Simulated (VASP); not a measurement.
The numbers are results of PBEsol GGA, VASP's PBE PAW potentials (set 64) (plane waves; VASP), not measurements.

VASP input:

**INCAR**
```
SYSTEM = Ga4As3P
PREC = Accurate
ENCUT = 400
EDIFF = 1E-7
NELM = 100
ALGO = Normal
LREAL = .FALSE.
LASPH = .TRUE.
ISMEAR = 0
SIGMA = 0.05
GGA = PS
LMAXMIX = 4
LWAVE = .FALSE.
LCHARG = .FALSE.
LORBIT = 11
ICHARG = 11
```

### KPOINTS
```
k-points along high-symmetry lines
15
Line-mode
Reciprocal
  0.000000   0.000000   0.000000 ! GAMMA
  0.000000   0.500000   0.000000 ! X

  0.000000   0.500000   0.000000 ! X
  0.500000   0.500000   0.000000 ! M

  0.500000   0.500000   0.000000 ! M
  0.000000   0.000000   0.000000 ! GAMMA

  0.000000   0.000000   0.000000 ! GAMMA
  0.500000   0.500000   0.500000 ! R

  0.500000   0.500000   0.500000 ! R
  0.000000   0.500000   0.000000 ! X

  0.500000   0.500000   0.500000 ! R
  0.500000   0.500000   0.000000 ! M
```

File POSCAR:
```
Ga4As3P
1
    5.5975821005     0.0000000000     0.0000000000
   -0.0000000000     5.5975821005    -0.0000000000
    0.0000000000     0.0000000000     5.5975821005
Ga P As
4 1 3
Direct
  0.0045322908   0.0045322908   0.0045322908
  0.4954677092   0.4954677092   0.0045322908
  0.4954677092   0.0045322908   0.4954677092
  0.0045322908   0.4954677092   0.4954677092
  0.2500000000   0.2500000000   0.2500000000
  0.7500000000   0.7500000000   0.2500000000
  0.7500000000   0.2500000000   0.7500000000
  0.2500000000   0.7500000000   0.7500000000
```

POTCAR, in this order: Ga_d P As (PBE.64 set). Program: vasp_std. Read from the step before: CHGCAR.

What VASP printed:

OSZICAR:
```
       N       E                     dE             d eps       ncg     rms          rms(c)
DAV:   1     0.562158182449E+03    0.56216E+03   -0.29164E+04  8164   0.208E+03
DAV:   2     0.533975410451E+02   -0.50876E+03   -0.49647E+03  8311   0.530E+02
DAV:   3    -0.298746334158E+02   -0.83272E+02   -0.80186E+02  9014   0.158E+02
DAV:   4    -0.349969694005E+02   -0.51223E+01   -0.50306E+01  9489   0.389E+01
DAV:   5    -0.351550738525E+02   -0.15810E+00   -0.15723E+00  9371   0.647E+00
DAV:   6    -0.351624037399E+02   -0.73299E-02   -0.73230E-02 11627   0.135E+00
DAV:   7    -0.351625001506E+02   -0.96411E-04   -0.96385E-04  9658   0.138E-01
DAV:   8    -0.351625031461E+02   -0.29955E-05   -0.29952E-05 11546   0.259E-02
DAV:   9    -0.351625032014E+02   -0.55354E-07   -0.55119E-07  7127   0.264E-03
   1 F= -.35162503E+02 E0= -.35162503E+02  d E =-.145847E-10
```

### OUTCAR
```
 val. band max:        4.0234560915   @ k =   0.0000   0.0000   0.0000

 cond. band min:       4.7908957603   @ k =   0.0000   0.0000   0.0000



 k-point     1 :       0.0000    0.0000    0.0000
  band No.  band energies     occupation
      1     -10.8330      2.00000
      2     -10.8330      2.00000
      3     -10.8214      2.00000
      4     -10.7135      2.00000
      5     -10.7135      2.00000
      6     -10.7135      2.00000
      7     -10.6617      2.00000
      8     -10.6617      2.00000
      9     -10.6617      2.00000
     10     -10.6590      2.00000
     11     -10.6590      2.00000
     12     -10.6590      2.00000
     13     -10.6546      2.00000
     14     -10.6546      2.00000
     15     -10.6546      2.00000
     16     -10.6280      2.00000
     17     -10.6280      2.00000
     18     -10.6124      2.00000
     19     -10.6124      2.00000
     20     -10.6124      2.00000
     21      -8.7093      2.00000
     22      -6.1445      2.00000
     23      -6.1445      2.00000
     24      -5.8630      2.00000
     25      -2.8457      2.00000
     26      -2.8457      2.00000
     27      -2.8457      2.00000
     28       1.2255      2.00000
     29       1.2255      2.00000
     30       1.2255      2.00000
     31       1.3608      2.00000
     32       1.3608      2.00000
     33       1.3608      2.00000
     34       4.0235      2.00000
     35       4.0235      2.00000
     36       4.0235      2.00000
     37       4.7909      0.00000
     38       5.2667      0.00000
     39       5.2667      0.00000
     40       5.6045      0.00000
     41       5.6045      0.00000
     42       5.6045      0.00000
     43       5.6621      0.00000

 k-point     2 :       0.0000    0.0357    0.0000
  band No.  band energies     occupation
      1     -10.8328      2.00000
      2     -10.8328      2.00000
      3     -10.8212      2.00000
      4     -10.7140      2.00000
      5     -10.7132      2.00000
      6     -10.7132      2.00000
...
```

The density is held fixed in this step, so its total energy and stress have no physical meaning.

The structure was generated: Ga4As3P was put into an ordered model structure (P-43m), which need not be its known phase. It was relaxed first.
